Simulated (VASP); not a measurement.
VASP input:

POSCAR:
```
CrI3
1
    3.4033212168     1.9649087974     6.5758109375
   -3.4033212464     1.9649087462     6.5758109375
    0.0000000295    -3.9298164196     6.5758109092
Cr I
2 6
Direct
  0.3340910053   0.3340910053   0.3340910053
  0.6659089947   0.6659089947   0.6659089947
  0.0760384694   0.7259370383   0.4320731245
  0.4320731245   0.0760384694   0.7259370383
  0.7259370383   0.4320731245   0.0760384694
  0.9239615306   0.2740629617   0.5679268755
  0.5679268755   0.9239615306   0.2740629617
  0.2740629617   0.5679268755   0.9239615306
```

File KPOINTS:
```
Automatic mesh
0
Gamma
  5 5 5
0 0 0
```

**INCAR**
```
# general
SYSTEM   =  CrI3
PREC     =  Accurate
ENCUT    =  400
LREAL    =  F
LASPH    =  T

# electronic loop
EDIFF    =  1E-7
NELM     =  100
ALGO     =  Normal
LMAXMIX  =  4

# smearing
ISMEAR   =  -5

# functional
GGA      =  PS

# spin
ISPIN    =  2
MAGMOM   =  2*3.0 6*-0.1

# ions
ISIF     =  2

# output
LWAVE    =  F
LCHARG   =  T
LORBIT   =  11
NEDOS    =  601

# other
LEFG     =  T
```

POTCAR, in this order: Cr_pv I (PBE.64 set). Program: vasp_std.

**Question.** Translate this PBEsol calculation to Ansatz.

**Answer.** One equivalent input (not run):
Ansatz 0.2 input:
```yaml
crystal:
  lattice:
    - [3.4033212, 1.9649088, 6.5758109]
    - [-3.4033212, 1.9649087, 6.5758109]
    - [0.0000000, -3.9298164, 6.5758109]
  atoms:
    - { symbol: Cr, position: [0.3340910, 0.3340910, 0.3340910], spin: 3 }
    - { symbol: Cr, position: [0.6659090, 0.6659090, 0.6659090], spin: 3 }
    - { symbol: I, position: [0.0760385, 0.7259370, 0.4320731], spin: -0.1 }
    - { symbol: I, position: [0.4320731, 0.0760385, 0.7259370], spin: -0.1 }
    - { symbol: I, position: [0.7259370, 0.4320731, 0.0760385], spin: -0.1 }
    - { symbol: I, position: [0.9239615, 0.2740630, 0.5679269], spin: -0.1 }
    - { symbol: I, position: [0.5679269, 0.9239615, 0.2740630], spin: -0.1 }
    - { symbol: I, position: [0.2740630, 0.5679269, 0.9239615], spin: -0.1 }
kpoints:
  mp_grid: { grid: [5, 5, 5] }
hamiltonian:
  xc: pbesol
  pseudopotentials: { kind: paw }
magnetization: { spin_polarized: true }
scf:
  occupations: { method: tetrahedron }
  max_iter: 100
output: { forces: true, stress: true, eigenvalues: true }
```
Limits of the translation: each code has its own PAW files, so the cut-off isn't converted (ENCUT is set for VASP's; basis.ecutwfc is left out, and Ansatz then takes the one that its files recommend); Ansatz stops its SCF on the density residual and VASP on the energy change (EDIFF); the field gradients of LEFG aren't asked of the other code.

The structure was generated: CrI3 was put into the BiI3 type (R-3), which need not be its known phase. It was relaxed first, which changed the volume by +17 %.
